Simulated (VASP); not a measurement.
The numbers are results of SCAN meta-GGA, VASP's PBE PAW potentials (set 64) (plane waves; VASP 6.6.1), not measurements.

VASP ran on this input.

**KPOINTS_OPT**
```
k-points along high-symmetry lines
6
Line-mode
Reciprocal
  0.000000   0.000000   0.000000 ! GAMMA
 -0.000000   0.500000   0.000000 ! M

 -0.000000   0.500000   0.000000 ! M
 -0.333333   0.666667   0.000000 ! K

 -0.333333   0.666667   0.000000 ! K
  0.000000   0.000000   0.000000 ! GAMMA

  0.000000   0.000000   0.000000 ! GAMMA
  0.000000   0.000000   0.500000 ! A

  0.000000   0.000000   0.500000 ! A
 -0.000000   0.500000   0.500000 ! L

 -0.000000   0.500000   0.500000 ! L
 -0.333333   0.666667   0.500000 ! H

 -0.333333   0.666667   0.500000 ! H
  0.000000   0.000000   0.500000 ! A

 -0.000000   0.500000   0.500000 ! L
 -0.000000   0.500000   0.000000 ! M

 -0.333333   0.666667   0.500000 ! H
 -0.333333   0.666667   0.000000 ! K
```

**KPOINTS**
```
Automatic
0
Gamma
 17 17 9
0 0 0
```

INCAR:
```
# general
SYSTEM  = Tc
PREC    = Accurate
ENCUT   = 520
LREAL   = F
LASPH   = T

# electronic loop
EDIFF   = 1E-7
NELM    = 100
ALGO    = Normal
LMAXMIX = 4
LMIXTAU = T

# smearing
ISMEAR  = -5

# functional
METAGGA = SCAN

# ions
ISIF    = 2

# output
LWAVE   = F
LCHARG  = F
LORBIT  = 11
NEDOS   = 601
```

### POSCAR
```
Tc
1
    1.3629322255    -2.3606682494    -0.0000000000
    1.3629322255     2.3606682494     0.0000000000
    0.0000000000     0.0000000000     4.3800090705
Tc
2
Direct
  0.3333330000   0.6666670000   0.2500000000
  0.6666670000   0.3333330000   0.7500000000
```

POTCAR, in this order: Tc_pv (PBE.64 set). Program: vasp_std.

**Question.** What will the output report for the number of irreducible k-points (NKPTS), largest plane-wave count, number of space-group operations, FFT grid (NGX, NGY, NGZ)?

**Answer.** 
```
Property                                      Result
--------------------------------------  ------------
number of irreducible k-points (NKPTS)           165
largest plane-wave count                         775
number of space-group operations                  24
FFT grid (NGX, NGY, NGZ)                20 × 20 × 36
```

The compound is Tc in the hcp structure. It was relaxed first.
